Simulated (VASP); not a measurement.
Data:

```xyz
2
Lattice="0.0000 3.0630 3.0630 3.0630 0.0000 3.0630 3.0630 3.0630 0.0000" Properties=species:S:1:pos:R:3 pbc="T T T"
Cd     0.0000     0.0750     0.0000
Se     1.5315     1.5315     1.5315
```

Method: r2SCAN meta-GGA, VASP's PBE PAW potentials (set 64) (plane waves; VASP). Settings: 480 eV cut-off, 8×8×8 Γ-centred mesh, Gaussian smearing of 0.050 eV, potentials Cd Se.

Question: Which forces act on the atoms, in eV/Å?

Answer: 
```json
[
 {"atom": "Cd1", "Fx": "0.000", "Fy": "-0.351", "Fz": "0.000"},
 {"atom": "Se2", "Fx": "0.000", "Fy": "0.351", "Fz": "0.000"}
]
```

Question: Give the stress tensor in GPa (positive for a compressed cell).

Answer: 
```
0.57  0.00  1.30
0.00  0.43  0.00
1.30  0.00  0.57
```
The pressure is its mean diagonal, 0.52 GPa.

The compound is CdSe in the zinc blende structure, whereas wurtzite is the usual form. This cell was strained or had an atom moved on purpose.
